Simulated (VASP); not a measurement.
An input for Ansatz (written as the equivalent of a VASP run, and not itself run):

Ansatz 0.2 input:
```yaml
crystal:
  lattice:
    - [1.5028925, 0.8676951, 4.8750528]
    - [-1.5028925, 0.8676951, 4.8750528]
    - [0.0000000, -1.7353911, 4.8750528]
  atoms:
    - { symbol: Mg, position: [0.0000000, 0.0000000, 0.0000000] }
    - { symbol: Zn, position: [0.5000000, 0.5000000, 0.5000000] }
    - { symbol: O, position: [0.2524109, 0.2524109, 0.2524109] }
    - { symbol: O, position: [0.7475891, 0.7475891, 0.7475891] }
kpoints:
  mp_grid: { grid: [10, 10, 10] }
hamiltonian:
  xc: pbesol
  pseudopotentials: { kind: paw }
scf:
  occupations: { method: tetrahedron }
  max_iter: 100
output: { forces: true, stress: true, eigenvalues: true }
```

**Question.** Translate this input to VASP (INCAR, KPOINTS, POSCAR, choice of POTCAR).

**Answer.** This is not unique; one that fits is 
**KPOINTS**
```
kpoints
0
G
 10 10 10
0 0 0
```

**POSCAR**
```
MgZnO2
5.1747190
  0.2904297723   0.1676796507   0.9420903514
 -0.2904297723   0.1676796507   0.9420903514
  0.0000000000  -0.3353594895   0.9420903509
Mg Zn O
1 1 2
Cart
  0.0000000000   0.0000000000   0.0000000000
  0.0000000000  -0.0000000940   1.4131355268
  0.0000000000  -0.0000000475   0.7133815663
  0.0000000000  -0.0000001406   2.1128894873
```

### INCAR
```
ISMEAR = -5
LMAXMIX = 4   ! l cut-off of mixed one-centre charges
NEDOS = 601
SYSTEM = MgZnO2
ENCUT = 520   ! plane-wave cut-off (eV)
ALGO = Normal
EDIFF = 1E-7
LASPH = .True.   ! aspherical one-centre terms
LREAL = .False.   ! projection in real space or not
LEFG = .True.
LORBIT = 11
LWAVE = .False.
LCHARG = .True.
ISIF = 2   ! forces and stress, cell fixed
NELM = 100
PREC = Accurate
GGA = PS   ! PBEsol
```

POTCAR, in this order: Mg Zn O (PBE.64 set). Program: vasp_std.

The two are equivalent in intent, not identical: each code has its own PAW files, so the cut-off isn't converted (ENCUT is set for VASP's; basis.ecutwfc is left out, and Ansatz then takes the one that its files recommend); Ansatz stops its SCF on the density residual and VASP on the energy change (EDIFF); the field gradients of LEFG aren't asked of the other code.

The structure comes from a computed database's MgZnO2 entry (R-3m); how it stands against other phases isn't given here. It was relaxed first.
